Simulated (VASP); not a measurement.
Here is a VASP 6.6.1 calculation.

The input POSCAR:

```
BN
1.0
    2.4982400000      0.0000000000      0.0000000000
   -1.2491200000      2.1635393048      0.0000000000
    0.0000000000      0.0000000000      6.6357000000
N B
2 2
Direct
    0.6666666667      0.3333333333      0.2500000000
    0.3333333333      0.6666666667      0.7500000000
    0.6666666667      0.3333333333      0.7500000000
    0.3333333333      0.6666666667      0.2500000000
```

The input INCAR.step1:

```
SYSTEM = BN
  ALGO = Normal
  EDIFF = 1E-8
  ENCUT = 450
  GGA = PE
  ISMEAR = 0
  LASPH = .TRUE.
  LCHARG = .FALSE.
  LREAL = .FALSE.
  LWAVE = .TRUE.
  NELM = 100
  PREC = Accurate
  SIGMA = 0.01
```

Contents of INCAR.step2:

```
SYSTEM = BN
  ALGO = Exact
  EDIFF = 1E-8
  ENCUT = 450
  GGA = PE
  ISMEAR = 0
  ISTART = 1
  LASPH = .TRUE.
  LCHARG = .FALSE.
  LOPTICS = .TRUE.
  LREAL = .FALSE.
  LWAVE = .TRUE.
  NBANDS = 431
  NELM = 1
  PREC = Accurate
  SIGMA = 0.01
```

File INCAR.step3:

```
SYSTEM = BN
  ALGO = EVGW0
  EDIFF = 1E-8
  ENCUT = 450
  ENCUTGW = 300
  GGA = PE
  ISMEAR = 0
  ISTART = 1
  LASPH = .TRUE.
  LCHARG = .FALSE.
  LREAL = .FALSE.
  LWAVE = .FALSE.
  NBANDS = 431
  NBANDSGW = 16
  NELMGW = 1
  NOMEGA = 50
  PREC = Accurate
  PRECFOCK = Fast
  SIGMA = 0.01
```

File KPOINTS:

```
k-points
0
G
  6 6 2
  0 0 0
```

Potentials or basis: VASP PAW PBE potentials, release 64 (N_GW, B_GW).

Launch:

```bash
$ cat potpaw_PBE.64/N_GW/POTCAR potpaw_PBE.64/B_GW/POTCAR > POTCAR
$ cp INCAR.step1 INCAR
$ mpirun -np 1 vasp_std > vasp.out
$ cp INCAR.step2 INCAR
$ mpirun -np 1 vasp_std > vasp.out
$ cp INCAR.step3 INCAR
$ mpirun -np 1 vasp_std > vasp.out
```

(1) Estimate the quasiparticle gap.

(2) What does it give for the least direct quasiparticle gap?

(3) Predict the band gap on the k mesh, mean-field level.

## Answers

(1) 6.03 eV.

(2) 6.50 eV.

(3) 4.29 eV, indirect (least direct gap 4.67 eV).

Caveat: the k mesh is coarse (spacing up to 0.48 Å⁻¹), so the values aren't converged; bands, screening cutoff and mesh are small and nothing is extrapolated, so the quasiparticle values aren't converged.
